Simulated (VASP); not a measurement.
Consider the following.

```
CELL_PARAMETERS angstrom
      4.17633    -2.26864     0.00736
      4.17633     2.26864     0.00736
      2.93740     0.00000     3.73633
ATOMIC_POSITIONS crystal
  Bi 0.23404 0.23404 0.23404
  Bi 0.76596 0.76596 0.76596
```

Level of theory: r2SCAN+rVV10, VASP's PBE PAW potentials (set 64) (plane waves; VASP 6.6.1). Numerical set-up: 520 eV cut-off, 8×8×8 Γ-centred mesh, tetrahedra with Blöchl corrections, potentials Bi_d.

Give the energies of bands 13 to 18 at the high-symmetry points, in eV from the Fermi level.

```csv
band,Γ,T,H2,L,S0,F
13,-1.61,-0.76,-4.25,-1.44,-4.55,-4.86
14,-1.30,-0.66,-4.16,-1.29,-2.60,-3.18
15,-1.30,-0.66,-0.48,-0.23,-2.58,-3.04
16,2.63,0.76,0.92,-0.11,3.19,2.62
17,3.11,0.76,5.32,0.63,3.26,5.18
18,3.11,0.89,5.33,1.13,5.11,5.77
```

It has no gap at this level: it comes out as a metal or semimetal.

The compound is Bi in the a7 structure. It was relaxed first.
